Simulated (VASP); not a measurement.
Consider the following.

```xyz
63
Lattice="8.7583 0.0000 0.0000 0.0000 8.7583 0.0000 0.0000 0.0000 8.7583" Properties=species:S:1:pos:R:3 pbc="T T T"
Si     4.3675     0.0086     0.0047
Si     6.5862     2.2247     8.7527
Si     6.5866     8.7567     2.2204
Si     0.0145     0.0053     0.0003
Si     2.2008     2.1752     0.0045
Si     4.4163     4.3941     8.7528
Si     6.5822     6.5819     8.7427
Si     2.2016     0.0100     2.1700
Si     6.5897     4.3979     2.1012
Si     4.4171     8.7574     4.3891
Si     6.5901     2.1048     4.3947
Si     6.5826     8.7466     6.5782
Si     0.0157     4.3900     8.7428
Si     2.1970     6.5806     0.0006
Si     0.0101     2.1924     2.1880
Si     2.1899     4.3947     2.2211
Si     4.3840     6.5766     2.1879
Si     0.0166     8.7472     4.3857
Si     2.1909     2.2255     4.3895
Si     4.2970     4.3985     4.3948
Si     6.5715     6.5629     4.3751
Si     2.1979     0.0055     6.5760
Si     4.3838     2.1919     6.5730
Si     6.5710     4.3793     6.5588
Si     0.0045     6.5708     2.1903
Si     8.7544     4.3797     4.3752
Si     2.1807     6.5827     4.3855
Si     0.0045     2.1947     6.5664
Si     2.1801     4.3906     6.5778
Si     4.3867     6.5711     6.5663
Si     0.0050     6.5712     6.5667
C      5.6121     0.9882     0.9846
C      7.7011     3.2919     1.0629
C      7.7017     1.0668     3.2878
C      1.1057     1.0989     1.0942
C      3.1800     3.4204     0.9842
C      5.4839     5.5093     1.0626
C      7.6799     7.6620     1.0793
C      3.1818     0.9903     3.4145
C      7.6606     5.4688     3.2796
C      5.4841     1.0666     5.5056
C      7.6606     3.2842     5.4644
C      7.6798     1.0842     7.6577
C      1.0959     5.4878     1.0795
C      3.2911     7.6723     1.0942
C      1.0968     3.2924     3.2876
C      3.2588     5.5097     3.2878
C      5.4842     7.6634     3.2871
C      1.0967     1.0844     5.4828
C      3.2588     3.2922     5.5057
C      5.4765     5.4692     5.4645
C      7.6686     7.6571     5.4713
C      3.2912     1.0986     7.6683
C      5.4835     3.2916     7.6593
C      7.6680     5.4759     7.6524
C      1.0933     7.6594     3.2887
C      1.0905     5.4765     5.4709
C      3.2766     7.6629     5.4825
C      1.0925     3.2938     7.6545
C      3.2761     5.4883     7.6577
C      5.4861     7.6588     7.6547
C      1.1003     7.6663     7.6610
B      5.4765     3.2846     3.2812
```
Cell charge +1.

The numbers are results of HSE06 screened hybrid, VASP's PBE PAW potentials (set 64) (plane waves; VASP), not measurements. Numerical set-up: PREC = Normal, LREAL = Auto, ISYM = 0, NELECT = 250.0, EDIFF = 1E-5, 400 eV cut-off, 1×1×1 Γ-centred mesh, Gaussian smearing of 0.050 eV, potentials Si C B.

The cell is charged, with a uniform compensating background. The supercell is sampled at Γ alone, which is coarse: total energies, pressure and levels can be off, energies of defects by several tenths of an eV.

Q: Predict the energy per atom (σ→0).

A: 
| Property | Result |
|---|---|
| energy per atom (σ→0) | -8.670 eV/atom |

The absolute energy has meaning only against runs of the same code, potentials and settings.

The cell is a supercell with a defect, built from SiC (zinc blende): B_C-vac_Si, charge +1. The cell's shape comes from a PBE relaxation. The run is not spin-polarised, so no state with unpaired spins was tried.
